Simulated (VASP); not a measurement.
Wanted: the native input for a VASP 6.6.1 run.

| Quantity | Value |
| --- | --- |
| Task | single point |
| Functional | LDA |
| Potentials or basis | VASP PAW LDA potentials, release 64 (Sc_sv, B) |
| Cutoff | 520 eV |
| k mesh | 9 × 9 × 6 |
| Occupations | gaussian, width 0.1 eV |
| Spin | no spin polarisation |
| Dipole correction | no |
| Further INCAR settings | ALGO = Normal; EDIFF = 1e-07; NBANDS = 16 |

The structure of ScB2 lies in POSCAR:

```
ScB2
1.0
    3.0973060990      0.0000000000      0.0000000000
   -1.5486530495      2.6823457650      0.0000000000
    0.0000000000      0.0000000000      3.4619379783
Sc B
1 2
Direct
    0.0000000000      0.0000000000      0.0000000000
    0.3333333333      0.6666666667      0.5000000000
    0.6666666667      0.3333333333      0.5000000000
```

The input as run:

INCAR

```
PREC = Accurate
ENCUT = 520
EDIFF = 1E-7
ISMEAR = 0
SIGMA = 0.1
LREAL = F
LASPH = T
NELM = 100
ALGO = Normal
ISIF = 2
LWAVE = F
LCHARG = F
NBANDS = 16
```

KPOINTS

```
regular mesh
0
Gamma
  9 9 6
```

Potentials or basis: VASP PAW LDA potentials, release 64 (Sc_sv, B).

The run is started by

```bash
$ cat potpaw_LDA.64/Sc_sv/POTCAR potpaw_LDA.64/B/POTCAR > POTCAR
$ mpirun -np 1 vasp_std > vasp.out
```

Results of the run:

```yaml
Pressure: 0.6 GPa
Band_gap_on_the_k_mesh: none (metal or under the smearing width)
```

Run time: 21 s on 1 thread of AMD EPYC 7R13 Processor (Zen 3), with other jobs on the host, peak memory 0.11 GiB.
